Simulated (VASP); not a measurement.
Data:

```yaml
crystal:
  lattice:
    - [5.75921, 0.00000, 0.00000]
    - [0.00000, 5.75921, 0.00000]
    - [0.00000, 0.00000, 5.75921]
  atoms:
    - { symbol: Zn, position: [0.00000, 0.00000, 0.00000] }
    - { symbol: Zn, position: [0.50000, 0.50000, 0.00000] }
    - { symbol: Zn, position: [0.50000, 0.00000, 0.50000] }
    - { symbol: Se, position: [0.26315, 0.23685, 0.23685] }
    - { symbol: Se, position: [0.73685, 0.76315, 0.23685] }
    - { symbol: Se, position: [0.73685, 0.23685, 0.76315] }
    - { symbol: Se, position: [0.26315, 0.76315, 0.76315] }
    - { symbol: Hg, position: [0.00000, 0.50000, 0.50000] }
```

Level of theory: PBEsol GGA, VASP's PBE PAW potentials (set 64) (plane waves; VASP). Settings: 400 eV cut-off, 5×5×5 Γ-centred mesh, tetrahedra with Blöchl corrections, potentials Zn Se Hg.

Unless said otherwise, spin-orbit coupling is left out, though it shifts the bands of the heavy elements here.

### Question
Predict the energy per atom (σ→0), band gap (on the k-mesh) with the smallest direct gap where there is one.

### Answer

```json
{
  "band gap (on the k-mesh)": "0.57 eV",
  "smallest direct gap (on the k-mesh)": "0.57 eV",
  "energy per atom (σ→0)": "-3.126 eV/atom"
}
```

The absolute energy has meaning only against runs of the same code, potentials and settings.

The structure was generated: HgZn3Se4 was put into an ordered model structure (P-43m), which need not be its known phase. It was relaxed first.
